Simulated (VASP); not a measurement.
## Cu₃As (space group Pm-3m): computed properties

Calculation: PBEsol GGA, VASP's PBE PAW potentials (set 64) (plane waves; VASP).

For Cu₃As, the space group is Pm-3m (221) and the cell is a = 3.6850 Å, b = 3.6850 Å, c = 3.6850 Å, α = 90.00°, β = 90.00°, γ = 90.00°. The volume per atom is 12.51 Å^3/atom, the band gap (over mesh and band path) is none (metal, semimetal or under 0.01 eV) and the Hill bulk modulus is 146 GPa. The Hill shear modulus is 298 kbar and the Poisson's ratio is 0.405. The band gap with spin-orbit coupling comes out as none (metallic), the density comes out as 8.81 g/cm³ and the optical Γ-point spectrum comes out as 124 (×3), 142 (×3), 208 (×3) cm⁻¹. The C11 is 165 GPa. The C12 is 137 GPa and the C44 is 48.9 GPa.

```
Cu3As
1.0
    3.68501     0.00000     0.00000
    0.00000     3.68501     0.00000
    0.00000     0.00000     3.68501
Cu As
3 1
Direct
  0.00000   0.50000   0.50000
  0.50000   0.00000   0.50000
  0.50000   0.50000   0.00000
  0.00000   0.00000   0.00000
```

Finite-difference elastic constants of metals are sensitive to mesh and smearing; shear constants can be off by tens of GPa.

The structure comes from a computed database's Cu3As entry (Pm-3m); how it stands against other phases isn't given here. It was relaxed first. Symmetry was kept, so distortions that lower it aren't found.
